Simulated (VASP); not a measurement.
Computed with optB86b-vdW, VASP's PBE PAW potentials (set 64) (plane waves; VASP 6.6.1).

The input files of a VASP run:

INCAR:
```
AGGAC=0.0
ALGO=Normal
EDIFF=1E-7
ENCUT=520
GGA=MK
ISIF=2
ISMEAR=0
LASPH=T
LCHARG=F
LMAXMIX=4
LREAL=F
LUSE_VDW=T
LWAVE=F
NELM=100
PARAM1=0.1234
PARAM2=1.0
PREC=Accurate
SIGMA=0.05
SYSTEM=CsBr
```

### KPOINTS
```
K-points
0
G
6 6 6
0 0 0
```

### POSCAR
```
CsBr
1
    4.2704346416     0.0000000000     0.0000000000
    0.0000000000     4.2704346416     0.0000000000
    0.0000000000     0.0000000000     4.2704346416
Cs Br
1 1
Direct
  0.0000000000   0.0000000000   0.0000000000
  0.5000000000   0.5000000000   0.5000000000
```

POTCAR, in this order: Cs_sv Br (PBE.64 set). Program: vasp_std.

Unless said otherwise, spin-orbit coupling is left out, though it shifts the bands of the heavy elements here.

Problem. Predict the energy per atom (σ→0), band gap (on the k-mesh).

Solution. 
```json
{
  "energy per atom (σ→0)": "-0.851 eV/atom",
  "band gap (on the k-mesh)": "4.52 eV"
}
```

**OSZICAR**
```
...
DAV:   7    -0.169848065315E+01    0.35626E-01   -0.17194E-01   608   0.222E+00    0.545E-01
DAV:   8    -0.170059943685E+01   -0.21188E-02   -0.11042E-02   540   0.793E-01    0.907E-02
DAV:   9    -0.170093880482E+01   -0.33937E-03   -0.17299E-03   600   0.276E-01    0.714E-02
DAV:  10    -0.170102400578E+01   -0.85201E-04   -0.13105E-04   552   0.101E-01    0.110E-02
DAV:  11    -0.170103167543E+01   -0.76696E-05   -0.22341E-05   572   0.341E-02    0.387E-03
DAV:  12    -0.170103216609E+01   -0.49066E-06   -0.44968E-06   576   0.142E-02    0.103E-03
DAV:  13    -0.170103213957E+01    0.26519E-07   -0.13942E-07   440   0.308E-03
   1 F= -.17010321E+01 E0= -.17010321E+01  d E =-.138368E-14
```

The compound is CsBr in the CsCl type structure. It was relaxed first.
